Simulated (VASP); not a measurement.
Data:

```yaml
crystal:
  lattice:
    - [0.00000, 2.73279, 2.73279]
    - [2.73279, 0.00000, 2.73279]
    - [2.73279, 2.73279, 0.00000]
  atoms:
    - { symbol: Ca, position: [0.00000, 0.00000, 0.00000] }
    - { symbol: F, position: [0.25000, 0.25000, 0.25000] }
    - { symbol: F, position: [0.75000, 0.75000, 0.75000] }
```

Level of theory: optB88-vdW, VASP's PBE PAW potentials (set 64) (plane waves; VASP). Run with 520 eV cut-off, Gaussian smearing of 0.050 eV, potentials Ca_sv F.

Q: Give the energies of bands 7 to 15 at the high-symmetry points, in eV from the valence-band maximum.

A: 
```csv
band,Γ,X,U,L,W
7,-2.09,-2.70,-2.43,-1.50,-2.24
8,-2.09,-1.64,-1.72,-1.50,-2.13
9,-2.09,-1.64,-1.50,-1.28,-1.04
10,-0.26,-0.36,-0.64,-1.24,-1.04
11,-0.26,-0.36,-0.44,-0.83,-0.28
12,-0.26,0.00,-0.10,-0.83,-0.09
13,7.23,8.07,8.33,9.38,8.39
14,9.18,9.55,9.74,9.38,9.74
15,9.18,10.08,9.80,9.77,9.96
```

The gap is indirect, 7.23 eV, from the valence maximum at X to the conduction minimum at Γ.

Measured: gap 11.80 eV (computed value off by -4.57 eV), as given by E. Cadelano et al., The European Physical Journal B (2011), arXiv:1107.5962.

The compound is CaF2 in the fluorite structure. It was relaxed first.
